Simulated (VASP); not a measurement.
The cell holds one Ni3Al (L1_2) (111) slab, with vacuum along c, ions free to move until forces fall under 0.03 eV/Å, no reconstruction beyond this cell, dipole correction on.

Data:

```
AlNi3
1.0
    4.97850     0.00000     0.00000
   -2.48925     4.31151     0.00000
    0.00000     0.00000    24.95365
Al Ni
5 15
Cartesian
  0.00000   2.87434   8.38039
  2.48925   1.43717  10.45372
  0.00000   0.00000  12.47683
  0.00000   2.87434  14.49994
  2.48925   1.43717  16.57326
  3.73738   0.71656   8.46338
  2.48925   2.87839   8.46338
  1.24111   0.71656   8.46338
 -1.23924   3.58982  10.44588
  0.00000   1.44338  10.44588
  1.23925   3.58982  10.44588
  1.24463   2.15576  12.47683
  2.48925   0.00000  12.47683
 -1.24463   2.15576  12.47683
  3.72849   0.72169  14.50777
  2.48925   2.86813  14.50777
  1.25001   0.72169  14.50777
 -1.24813   3.59495  16.49027
  0.00000   1.43312  16.49027
  1.24814   3.59495  16.49027
```
Starting moments (μB, in the order of the record's atoms Al Al Al Al Al Ni Ni Ni Ni Ni Ni Ni Ni Ni Ni Ni Ni Ni Ni Ni): 0.0 0.0 0.0 0.0 0.0 0.5 0.5 0.5 0.5 0.5 0.5 0.5 0.5 0.5 0.5 0.5 0.5 0.5 0.5 0.5.

All values below come from PBEsol GGA, VASP's PBE PAW potentials (set 64) (plane waves; VASP). Run with 400 eV cut-off, 7×7×1 Γ-centred mesh, first-order Methfessel-Paxton smearing of 0.10 eV, potentials Al Ni.

Slab and bulk use different k-meshes, so the surface energy is good to a few per cent at best.

Task: Predict its surface energy, work function, band gap (on the k-mesh), cell moment.

Result: 
The surface energy comes out as 2.18 J/m², the work function is 4.88 eV and the band gap (on the k-mesh) is none (metal, semimetal or under 0.01 eV). The cell moment is 2.91 μB.

The cell is a thin slab with vacuum, built from Ni3Al (L1_2): (111) face.
